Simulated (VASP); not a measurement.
OSZICAR of a VASP run on VC31Si31:

OSZICAR:
```
       N       E                     dE             d eps       ncg     rms          rms(c)
DAV:   1    -0.536888688517E+03   -0.53689E+03   -0.10063E+01   680   0.833E+00    0.147E+01
DAV:   2    -0.536996241263E+03   -0.10755E+00   -0.10217E+00   752   0.242E+00    0.106E+01
DAV:   3    -0.536944488510E+03    0.51753E-01   -0.40090E-01   768   0.271E+00    0.653E+00
DAV:   4    -0.536950476668E+03   -0.59882E-02   -0.87156E-02   768   0.958E-01    0.370E+00
DAV:   5    -0.536957243041E+03   -0.67664E-02   -0.55607E-02   752   0.458E-01    0.217E+00
DAV:   6    -0.536955292989E+03    0.19501E-02   -0.31811E-02   768   0.658E-01    0.137E+00
DAV:   7    -0.536955277343E+03    0.15646E-04   -0.11751E-02   752   0.357E-01    0.755E-01
DAV:   8    -0.536956328524E+03   -0.10512E-02   -0.49455E-03   752   0.100E-01    0.433E-01
DAV:   9    -0.536956546665E+03   -0.21814E-03   -0.21224E-03   768   0.159E-01    0.300E-01
DAV:  10    -0.536956617124E+03   -0.70459E-04   -0.21001E-03   768   0.122E-01    0.167E-01
DAV:  11    -0.536956765642E+03   -0.14852E-03   -0.75091E-04   760   0.482E-02    0.107E-01
DAV:  12    -0.536956847165E+03   -0.81523E-04   -0.32400E-04   748   0.378E-02    0.817E-02
DAV:  13    -0.536956888082E+03   -0.40917E-04   -0.38190E-04   724   0.375E-02    0.533E-02
DAV:  14    -0.536956922384E+03   -0.34302E-04   -0.17223E-04   648   0.227E-02    0.408E-02
DAV:  15    -0.536956946973E+03   -0.24589E-04   -0.10160E-04   644   0.143E-02    0.316E-02
DAV:  16    -0.536956963650E+03   -0.16677E-04   -0.91054E-05   552   0.130E-02    0.236E-02
DAV:  17    -0.536956975790E+03   -0.12140E-04   -0.53746E-05   508   0.112E-02    0.203E-02
DAV:  18    -0.536956984718E+03   -0.89279E-05   -0.39376E-05   496   0.810E-03
   1 F= -.53695698E+03 E0= -.53695698E+03  d E =-.824644E-12  mag=     2.0000
```

Question: Which electronic solver shows in the log?

Answer: It is blocked Davidson (ALGO = Normal, or the opening steps of other solvers). The INCAR had ALGO = Normal.

Question: How was spin treated?

Answer: Collinear spin (ISPIN = 2): the summary line carries one mag value, 2.00 μB in the cell.

Question: Can the final energy be trusted as converged?

Answer: The calculation finished and met its thresholds. It stopped with EDIFF = 1E-5, NELM = 50 (HSE06 screened hybrid, plane waves, VASP's PBE PAW potentials (set 64)).  The cell is charged, with a uniform compensating background. The supercell is sampled at Γ alone, which is coarse: total energies, pressure and levels can be off, energies of defects by several tenths of an eV.

The cell is a supercell with a defect, built from SiC (zinc blende): V_Si-vac_C, charge -1. The cell's shape comes from a PBE relaxation. The total moment is imposed (NUPDOWN), so this need not be the lowest spin state.
